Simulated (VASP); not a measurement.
Runs of VASP 6.6.1 on OMgSH2. The cell holds a molecule in a box, 5 atoms: a = 13.000 Å, b = 13.000 Å, c = 11.000 Å, α = 90.00°, β = 90.00°, γ = 90.00°. 

```tsv
task	level	grid for exact exchange (PRECFOCK)	exchange at q = 0	gap on the mesh (eV)	largest force (eV/Å)
single point	BLYP+D4	-	-	(a)	0.69
electron localisation function	PBE	-	-	3.96	0.63
atomic charges	PBE+TS	-	-	3.96	0.64
single point	B3LYP+D4	Fast	default	5.31	(b)
```

Alike in all rows: potentials or basis VASP PAW PBE potentials, release 64 (O, Mg, S, H); no spin polarisation; cell as given; k mesh 1 × 1 × 1; cutoff (eV) 520; smearing gaussian 0.01 eV.

Q: Estimate the missing entries.

A: (a) 3.81; (b) 0.23.

Caveats: the PAW data sets were made with another functional, which shifts forces and pressure a little (some runs).

A k mesh can miss the band edges.

Not every run made on this cell is shown here.
